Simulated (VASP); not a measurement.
Input of a VASP 6.6.1 run:

The input INCAR:

```
ALGO = Normal
EDIFF = 1E-6
ENCUT = 520
GGA = PE
ISIF = 2
ISMEAR = 0
LASPH = True
LCHARG = False
LREAL = False
LWAVE = False
NBANDS = 25
NELM = 100
PREC = Accurate
SIGMA = 0.1
```

KPOINTS

```
k-points
0
Gamma
  6 6 6
```

File POSCAR:

```
LiCaF3
1.0
    3.7612440000      0.0000000000      0.0000000000
    0.0000000000      3.7612440000      0.0000000000
    0.0000000000      0.0000000000      3.7612440000
Li Ca F
1 1 3
Direct
    0.5000000000      0.5000000000      0.5000000000
    0.0000000000      0.0000000000      0.0000000000
    0.0000000000      0.5000000000      0.5000000000
    0.5000000000      0.5000000000      0.0000000000
    0.5000000000      0.0000000000      0.5000000000
```

Potentials or basis: VASP PAW PBE potentials, release 64 (Li_sv, Ca_sv, F).

Run with:

```bash
$ cat potpaw_PBE.64/Li_sv/POTCAR potpaw_PBE.64/Ca_sv/POTCAR potpaw_PBE.64/F/POTCAR > POTCAR
$ mpirun -np 1 vasp_std > vasp.out
```

Question: What does it give for the band gap on the k mesh?

Answer: 6.48 eV, indirect (least direct gap 6.59 eV).

 A k mesh can miss the band edges.
